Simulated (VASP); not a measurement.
**Re (relaxed from the bcc structure, space group Im-3m): computed properties**

Method: PBEsol GGA, VASP's PBE PAW potentials (set 64) (plane waves; VASP 6.6.1).

- space group: Im-3m (229)
- cell: a = 3.0856 Å, b = 3.0856 Å, c = 3.0856 Å, α = 90.00°, β = 90.00°, γ = 90.00°
- volume per atom: 14.69 Å³/atom
- band gap (over mesh and band path): none (metal, semimetal or under 0.01 eV)
- density: 21.05 g/cm³

```xyz
1
Lattice="-1.5428 1.5428 1.5428 1.5428 -1.5428 1.5428 1.5428 1.5428 -1.5428" Properties=species:S:1:pos:R:3 pbc="T T T"
Re     0.0000     0.0000     0.0000
```

Unless said otherwise, spin-orbit coupling is left out, though it shifts the bands of the heavy elements here.

The structure was generated: Re was put into the bcc type (Im-3m), which need not be its known phase. It was relaxed first. Symmetry was kept, so distortions that lower it aren't found.
